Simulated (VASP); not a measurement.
```
MgS
1.0
    0.00000     2.83312     2.83312
    2.83312     0.00000     2.83312
    2.83312     2.83312     0.00000
Mg S
1 1
Direct
  0.00000   0.00000   0.00000
  0.75000   0.75000   0.75000
```

The numbers are results of LDA (Ceperley-Alder, Perdew-Zunger), VASP's LDA PAW potentials (set 64) (plane waves; VASP 6.6.1), not measurements. Numerical set-up: 400 eV cut-off, 7×7×7 Γ-centred mesh, Gaussian smearing of 0.050 eV, potentials Mg S.

Energy and stress use the plane-wave basis of the starting cell.

Problem. The ions, cell shape and volume are relaxed. Predict the relaxed structure.

Solution. 
```
MgS
1.0
    0.00000     2.79201     2.79201
    2.79201     0.00000     2.79201
    2.79201     2.79201     0.00000
Mg S
1 1
Direct
  0.00000   0.00000   0.00000
  0.75000   0.75000   0.75000
```
Space group F-43m (216), at a tolerance of 0.03 Å.

Problem. How do energy and volume change from the first to the last step?

Solution. The energy (σ→0) changes by -7.9 meV/atom and the volume by -4.3 %, in 3 ionic steps.

```tsv
step	E(σ→0) (eV)	max force (eV/Å)	pressure (GPa)	volume (Å³)
1	-9.3778	0.000	-2.51	45.48
2	-9.3931	0.000	0.53	43.17
3	-9.3937	0.000	0.00	43.53
```

The structure comes from a computed database's MgS entry (F-43m); how it stands against other phases isn't given here. This run relaxes it. Symmetry was kept, so distortions that lower it aren't found.
